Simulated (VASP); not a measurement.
Data:

```xyz
4
Lattice="3.8086 0.0000 -0.0571 0.0000 3.8086 0.0000 -0.0709 0.0000 4.7288" Properties=species:S:1:pos:R:3 pbc="T T T"
Sn     1.8507     0.0000     3.5464
Sn    -0.0173     1.9043     1.1538
O      1.9043     1.9043    -0.0286
O      0.0000     0.0000     0.0000
```

Calculation: PBEsol GGA, VASP's PBE PAW potentials (set 64) (plane waves; VASP 6.6.1). Numerical set-up: 600 eV cut-off, 6×6×4 Γ-centred mesh, Gaussian smearing of 0.050 eV, potentials Sn_d O.

Without a dispersion term in the relaxation, distances and binding between the weakly bound layers, chains or molecules are unreliable, and so is what depends on them.

Q: Give the force on each atom (eV/Å).

A: 
```csv
atom,Fx,Fy,Fz
Sn1,-0.165,0.000,-0.087
Sn2,0.165,0.000,0.087
O3,-0.107,0.000,-0.011
O4,0.107,0.000,0.011
```

Q: Give the stress tensor in GPa (positive for a compressed cell).

A: 
```
-0.17   0.00   1.69
 0.00  -0.31   0.00
 1.69   0.00   0.25
```
The pressure is its mean diagonal, -0.08 GPa.

The compound is SnO in the litharge structure. This cell was strained or had an atom moved on purpose. The k-mesh is coarse (spacing up to 0.33 per Å, 2π included), so the numbers may not be converged in it.
